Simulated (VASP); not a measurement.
All values below come from PBE GGA, VASP's PBE PAW potentials (set 64) (plane waves; VASP).

The input files of a VASP run:

### POSCAR
```
NiO
1
    3.9641806430     1.9729918112     1.9729918112
    1.9729918112     3.9641806430     1.9729918112
    1.9729918112     1.9729918112     3.9641806430
Ni O
2 2
Direct
  0.0000000000   0.0000000000   0.0000000000
  0.5000000000   0.5000000000   0.5000000000
  0.2500000000   0.2500000000   0.2500000000
  0.7500000000   0.7500000000   0.7500000000
```

INCAR:
```
SYSTEM=NiO
PREC=Accurate; ENCUT=620; LREAL=.FALSE.
LASPH=.TRUE.
EDIFF=1E-6; NELM=100; ALGO=Normal
LMAXMIX=4
ISMEAR=0; SIGMA=0.05
GGA=PE
MAGMOM=1.4 -1.4 2*0.0
ISPIN=2
IBRION=2; NSW=40; ISIF=3
EDIFFG=-0.02; PSTRESS=450
LWAVE=.FALSE.; LCHARG=.FALSE.; LORBIT=10
```

### KPOINTS
```
Automatic
0
Gamma
9 9 9
```

POTCAR, in this order: Ni O (PBE.64 set). Program: vasp_std.

### Question
What does the run give for the energy per atom (σ→0), cell moment, pressure?

### Answer

The energy per atom (σ→0) is -5.706 eV/atom, the cell moment is 0.00 μB and the pressure is 44.64 GPa.

File OSZICAR:
```
...
DAV:   9    -0.228172235880E+02    0.61923E-01   -0.91646E-02 11248   0.886E+00    0.103E+00
DAV:  10    -0.228248797947E+02   -0.76562E-02   -0.48494E-02  9968   0.276E+00    0.411E-01
DAV:  11    -0.228252874962E+02   -0.40770E-03   -0.29005E-03  9220   0.176E+00    0.968E-02
DAV:  12    -0.228254268243E+02   -0.13933E-03   -0.10085E-03  8064   0.336E-01    0.534E-02
DAV:  13    -0.228254189763E+02    0.78481E-05   -0.80550E-05 10888   0.152E-01    0.231E-02
DAV:  14    -0.228254180041E+02    0.97214E-06   -0.16635E-05  8760   0.917E-02    0.189E-02
DAV:  15    -0.228254184271E+02   -0.42296E-06   -0.29198E-06  5616   0.367E-02
   1 F= -.14016708E+02 E0= -.14016708E+02  d E =-.140167E+02  mag=     0.0000
```

The compound is NiO in the rock salt, AFM-II order structure. It was relaxed first under an external pressure of 45 GPa.
